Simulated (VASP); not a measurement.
Here is the system:

```
Ni3Si
1.0
    3.45679     0.00000     0.00000
    0.00000     3.45679     0.00000
    0.00000     0.00000     3.45679
Si Ni
1 3
Cartesian
  0.00000   0.00000   0.00000
  0.00000   1.72839   1.72839
  1.72839   0.00000   1.72839
  1.72839   1.72839   0.00000
```

Method: PBE GGA, VASP's PBE PAW potentials (set 64) (plane waves; VASP). Run with 500 eV cut-off, 9×9×9 Γ-centred mesh, first-order Methfessel-Paxton smearing of 0.10 eV, potentials Si Ni.

Energy and stress use the plane-wave basis of the starting cell.

Q: The ions, cell shape and volume at an external pressure of 20.0 GPa are relaxed. What does this cell relax into?

A: 
```
Ni3Si
1.0
    3.41640     0.00000     0.00000
    0.00000     3.41640     0.00000
    0.00000     0.00000     3.41640
Si Ni
1 3
Direct
  0.00000   0.00000   0.00000
  0.00000   0.50000   0.50000
  0.50000   0.00000   0.50000
  0.50000   0.50000   0.00000
```
Space group Pm-3m (221), at a tolerance of 0.03 Å.

Q: How do energy and volume change from the first to the last step?

A: The energy (σ→0) changes by +32.9 meV/atom and the volume by -3.5 %, in 3 ionic steps.

| step | E(σ→0) (eV) | max force (eV/Å) | pressure (GPa) | volume (Å³) |
|---|---|---|---|---|
| 1 | -23.6264 | 0.000 | 9.98 | 41.31 |
| 2 | -23.0685 | 0.000 | 40.37 | 37.56 |
| 3 | -23.4948 | 0.000 | 19.85 | 39.88 |

The compound is Ni3Si in the L1_2 structure. This run relaxes it under an external pressure of 20 GPa. Symmetry was kept, so distortions that lower it aren't found. The run is not spin-polarised, so no magnetic state was tried.
